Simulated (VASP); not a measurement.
Output of a VASP run:

File OSZICAR:
```
...
   1 F= -.29585169E+02 E0= -.29586181E+02  d E =-.295852E+02
       N       E                     dE             d eps       ncg     rms          rms(c)
DAV:   1    -0.295894002327E+02   -0.42306E-02   -0.21046E+00  1744   0.175E+01    0.106E+00
DAV:   2    -0.295893168945E+02    0.83338E-04   -0.14087E-01  1912   0.363E+00    0.441E-01
DAV:   3    -0.295857673806E+02    0.35495E-02   -0.80420E-03  2072   0.566E-01    0.217E-01
DAV:   4    -0.295853960943E+02    0.37129E-03   -0.25378E-03  2104   0.278E-01    0.513E-02
DAV:   5    -0.295853998811E+02   -0.37868E-05   -0.14985E-04  1864   0.850E-02    0.478E-02
DAV:   6    -0.295853999810E+02   -0.99905E-07   -0.23007E-05  2224   0.267E-02    0.244E-02
DAV:   7    -0.295853994361E+02    0.54493E-06   -0.81965E-06  1840   0.218E-02
   2 F= -.29585399E+02 E0= -.29586764E+02  d E =-.230136E-03
       N       E                     dE             d eps       ncg     rms          rms(c)
DAV:   1    -0.295881629179E+02   -0.27629E-02   -0.48686E-01  1736   0.841E+00    0.505E-01
DAV:   2    -0.295882983421E+02   -0.13542E-03   -0.33243E-02  1912   0.176E+00    0.214E-01
DAV:   3    -0.295874480806E+02    0.85026E-03   -0.19050E-03  2120   0.270E-01    0.104E-01
DAV:   4    -0.295873568775E+02    0.91203E-04   -0.59384E-04  2104   0.132E-01    0.249E-02
DAV:   5    -0.295873566030E+02    0.27453E-06   -0.36698E-05  1912   0.423E-02    0.229E-02
DAV:   6    -0.295873559905E+02    0.61253E-06   -0.57016E-06  2032   0.134E-02
   3 F= -.29587356E+02 E0= -.29588603E+02  d E =-.218669E-02
       N       E                     dE             d eps       ncg     rms          rms(c)
DAV:   1    -0.295873553784E+02    0.12247E-05   -0.20734E-04  1760   0.177E-01    0.110E-02
DAV:   2    -0.295873552556E+02    0.12280E-06   -0.13776E-05  1920   0.365E-02    0.422E-03
DAV:   3    -0.295873548779E+02    0.37764E-06   -0.86830E-07   960   0.616E-03
   4 F= -.29587355E+02 E0= -.29588606E+02  d E =-.218558E-02
       N       E                     dE             d eps       ncg     rms          rms(c)
DAV:   1    -0.295913612331E+02   -0.40060E-02   -0.82790E-02  1800   0.277E+00    0.564E-01
DAV:   2    -0.295878505800E+02    0.35107E-02   -0.26142E-02  1816   0.138E+00    0.177E-01
DAV:   3    -0.295873674466E+02    0.48313E-03   -0.15345E-03  1760   0.326E-01    0.610E-02
DAV:   4    -0.295873232376E+02    0.44209E-04   -0.48111E-04  1872   0.114E-01    0.310E-02
DAV:   5    -0.295873240144E+02   -0.77671E-06   -0.28348E-05  2064   0.381E-02    0.207E-02
DAV:   6    -0.295873289760E+02   -0.49617E-05   -0.50543E-06  1728   0.131E-02    0.581E-03
DAV:   7    -0.295873299251E+02   -0.94909E-06   -0.10126E-06   976   0.629E-03
   5 F= -.29587330E+02 E0= -.29588576E+02  d E =0.249528E-04
       N       E                     dE             d eps       ncg     rms          rms(c)
DAV:   1    -0.295886370852E+02   -0.13081E-02   -0.25279E-02  1800   0.153E+00    0.309E-01
DAV:   2    -0.295875743792E+02    0.10627E-02   -0.79946E-03  1816   0.762E-01    0.974E-02
DAV:   3    -0.295874204320E+02    0.15395E-03   -0.47080E-04  1760   0.181E-01    0.344E-02
DAV:   4    -0.295874051876E+02    0.15244E-04   -0.14914E-04  1848   0.631E-02    0.171E-02
DAV:   5    -0.295874039987E+02    0.11890E-05   -0.91075E-06  2056   0.216E-02    0.112E-02
DAV:   6    -0.295874033571E+02    0.64159E-06   -0.13424E-06  1016   0.722E-03
   6 F= -.29587403E+02 E0= -.29588652E+02  d E =-.484791E-04
```

**OUTCAR**
```
------------------------ aborting loop because EDIFF is reached ----------------------------------------
  FORCE on cell =-STRESS in cart. coord.  units (eV):
  Direction    XX          YY          ZZ          XY          YZ          ZX
  --------------------------------------------------------------------------------------
  Total        0.0105975      0.0105975      0.0080587      0.0000000      0.0000000      0.0000000
  in kB        0.2514396      0.2514396      0.1912023      0.0000000      0.0000000      0.0000000
  external PRESSURE =       0.2313605 kB  Pullay stress =       0.0000000 kB
  volume of cell :       67.53
      direct lattice vectors                 reciprocal lattice vectors
     3.489496468  0.000000000  0.000000000     0.286574298  0.165453745 -0.000000000
    -1.744748234  3.021992642 -0.000000000    -0.000000000  0.330907490  0.000000000
     0.000000000 -0.000000000  6.403605574    -0.000000000 -0.000000000  0.156162023
 POSITION                                       TOTAL-FORCE (eV/Angst)
 -----------------------------------------------------------------------------------
     -0.00000      2.01466      0.05469        -0.000000      0.000000     -0.007043
      1.74475      1.00733      3.25650         0.000000     -0.000000     -0.007043
     -0.00000      2.01466      2.34666         0.000000     -0.000000      0.007043
      1.74475      1.00733      5.54846        -0.000000      0.000000      0.007043
 -----------------------------------------------------------------------------------
    total drift:                               -0.002368      0.001367     -0.000096
  FREE ENERGIE OF THE ION-ELECTRON SYSTEM (eV)
  ---------------------------------------------------
  free  energy   TOTEN  =       -29.5874033571 eV

  energy  without entropy=      -29.5911495211  energy(sigma->0) =      -29.58865208

 reached required accuracy - stopping structural energy minimisation
```
(Selected blocks of OUTCAR.)

### POSCAR
```
RuS
1
    3.4855992225    -0.0000000000     0.0000000000
   -1.7427996112     3.0186175278    -0.0000000000
   -0.0000000000     0.0000000000     6.4234670061
Ru S
2 2
Direct
  0.3333330000   0.6666670000   0.0078884989
  0.6666670000   0.3333330000   0.5078884989
  0.3333330000   0.6666670000   0.3671115011
  0.6666670000   0.3333330000   0.8671115011
```

Q: Write an INCAR and KPOINTS that could have produced this output.

A: This is not unique; one that fits is the input of the run itself, PBEsol GGA, plane waves, VASP's PBE PAW potentials (set 64).

INCAR:
```
GGA=PS
LCHARG=.FALSE.
IBRION=2   # conjugate gradients
NELM=100   # most electronic steps
ALGO=Normal
ISMEAR=1   # Methfessel-Paxton
LWAVE=.FALSE.
LASPH=.TRUE.   # aspherical one-centre terms
EDIFF=1E-6
EDIFFG=-0.02
SIGMA=0.1   # width (eV)
ENCUT=400
LREAL=.FALSE.   # projection in real space or not
LMAXMIX=4
NSW=60   # most ionic steps
ISIF=3   # ions, shape and volume
PREC=Accurate
SYSTEM=RuS
```

File KPOINTS:
```
Automatic mesh
0
Gamma
9 9 5
0 0 0
```

POTCAR, in this order: Ru_pv S (PBE.64 set). Program: vasp_std.

The structure was generated: RuS was put into the wurtzite type (P6_3mc), which need not be its known phase. This run relaxes it. Symmetry was kept, so distortions that lower it aren't found. The start is the result of an earlier pass.
